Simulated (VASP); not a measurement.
```xyz
2
Lattice="1.3639 -2.3624 0.0000 1.3639 2.3624 0.0000 0.0000 0.0000 4.4154" Properties=species:S:1:pos:R:3 pbc="T T T"
Re     1.3639     0.7875     1.1038
Re     1.3639    -0.7875     3.3115
```

Method: LDA (Ceperley-Alder, Perdew-Zunger), VASP's LDA PAW potentials (set 64) (plane waves; VASP). Run with 500 eV cut-off, 15×15×8 Γ-centred mesh, first-order Methfessel-Paxton smearing of 0.10 eV, potentials Re.

Task: The ions, cell shape and volume at an external pressure of 10.0 GPa are relaxed. What does this cell relax into?

Result: 
```xyz
2
Lattice="1.3588 -2.3536 0.0000 1.3588 2.3536 0.0000 0.0000 0.0000 4.3990" Properties=species:S:1:pos:R:3 pbc="T T T"
Re     1.3588     0.7845     1.0997
Re     1.3588    -0.7845     3.2992
```
Space group P6_3/mmc (194), at a tolerance of 0.03 Å.

Task: How do energy and volume change from the first to the last step?

Result: The energy (σ→0) changes by +7.3 meV/atom and the volume by -1.1 %, in 3 ionic steps.

```tsv
step	E(σ→0) (eV)	max force (eV/Å)	pressure (GPa)	volume (Å³)
1	-27.5237	0.000	4.85	28.45
2	-27.2852	0.000	38.47	26.61
3	-27.5091	0.000	9.87	28.14
```

The compound is Re in the hcp structure. This run relaxes it under an external pressure of 10 GPa. Symmetry was kept, so distortions that lower it aren't found.
